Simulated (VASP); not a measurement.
```
PtS2
1.0
    1.79815    -3.11449     0.00000
    1.79815     3.11449     0.00000
    0.00000     0.00000     7.11940
Pt S
1 2
Direct
  0.00000   0.00000   0.00000
  0.33333   0.66667   0.17247
  0.66667   0.33333   0.82753
```

All values below come from RPBE GGA, VASP's PBE PAW potentials (set 64) (plane waves; VASP). Run with 520 eV cut-off, 8×8×4 Γ-centred mesh, tetrahedra with Blöchl corrections, potentials Pt S.

The cores are frozen, which limits the accuracy of field gradients. Without a dispersion term in the relaxation, distances and binding between the weakly bound layers, chains or molecules are unreliable, and so is what depends on them.

Task: Give the principal components of the electric field gradient (V/Å²) and the asymmetry η at each nucleus.

Result: 
| atom | Vxx | Vyy | Vzz | η |
|---|---|---|---|---|
| Pt1 | -62.6 | -62.6 | 125.1 | 0.00 |
| S2 | 31.4 | 31.4 | -62.8 | 0.00 |
| S3 | 31.4 | 31.4 | -62.8 | 0.00 |

The compound is PtS2 in the 1T layered structure. It was relaxed first, which changed the volume by +46 %.
